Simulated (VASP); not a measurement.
OSZICAR of a VASP run on Co$_{3}$As (a trial cell in the D03 structure, space group Fm-3m):

### OSZICAR
```
       N       E                     dE             d eps       ncg     rms          rms(c)
DAV:   1     0.187385610071E+03    0.18739E+03   -0.11992E+04   100   0.125E+03
DAV:   2    -0.917130145324E+01   -0.19656E+03   -0.18602E+03   100   0.274E+02
DAV:   3    -0.185208349782E+02   -0.93495E+01   -0.87015E+01   119   0.742E+01
DAV:   4    -0.186997326479E+02   -0.17890E+00   -0.17688E+00   104   0.102E+01
DAV:   5    -0.187048089507E+02   -0.50763E-02   -0.50756E-02   136   0.145E+00    0.264E+01
DAV:   6    -0.315528667131E+02   -0.12848E+02   -0.88823E+01   118   0.118E+02    0.395E+01
DAV:   7    -0.190059711225E+02    0.12547E+02   -0.21176E+01   118   0.753E+01    0.114E+01
DAV:   8    -0.191830427341E+02   -0.17707E+00   -0.77160E+00   126   0.303E+01    0.166E+01
DAV:   9    -0.186190725437E+02    0.56397E+00   -0.14477E+00   112   0.249E+01    0.104E+01
DAV:  10    -0.185800268267E+02    0.39046E-01   -0.51322E-01   158   0.118E+01    0.513E+00
DAV:  11    -0.186305862253E+02   -0.50559E-01   -0.69122E-01   160   0.605E+00    0.115E+01
DAV:  12    -0.185663209537E+02    0.64265E-01   -0.69258E-02   142   0.568E+00    0.391E+00
DAV:  13    -0.185883626607E+02   -0.22042E-01   -0.50369E-02   159   0.416E+00    0.519E+00
DAV:  14    -0.185668091814E+02    0.21553E-01   -0.12375E-02   150   0.250E+00    0.110E+00
DAV:  15    -0.185684809650E+02   -0.16718E-02   -0.16765E-03   151   0.603E-01    0.132E+00
DAV:  16    -0.185679612640E+02    0.51970E-03   -0.68130E-04   150   0.615E-01    0.603E-01
DAV:  17    -0.185678556380E+02    0.10563E-03   -0.14331E-04   142   0.281E-01    0.623E-02
DAV:  18    -0.185678737272E+02   -0.18089E-04   -0.15511E-05   112   0.279E-02    0.109E-01
DAV:  19    -0.185678683166E+02    0.54106E-05   -0.15584E-06   115   0.300E-02    0.282E-02
DAV:  20    -0.185678701566E+02   -0.18399E-05   -0.46889E-07    51   0.897E-03    0.296E-02
DAV:  21    -0.185678699763E+02    0.18025E-06   -0.17528E-07    50   0.568E-03
   1 F= -.18567870E+02 E0= -.18542764E+02  d E =-.502122E-01  mag=     2.0000
```

Q: Which electronic solver shows in the log?

A: It is blocked Davidson (ALGO = Normal, or the opening steps of other solvers). The INCAR had ALGO = Normal.

Q: How was spin treated?

A: Collinear spin (ISPIN = 2): the summary line carries one mag value, 2.00 μB in the cell.

Q: Can the final energy be trusted as converged?

A: The run converged. It stopped with EDIFF = 1E-6, NELM = 100 (PBE GGA, plane waves, VASP's PBE PAW potentials (set 64)).

The structure was generated: Co3As was put into the D03 type (Fm-3m), which need not be its known phase. The cell was not relaxed at this level. The k-mesh is coarse (spacing up to 1.87 per Å, 2π included), so the numbers may not be converged in it. The run is one of a series of settings (KPOINTS 1×1×1 Γ-centred mesh against the base run), some of them coarse on purpose.
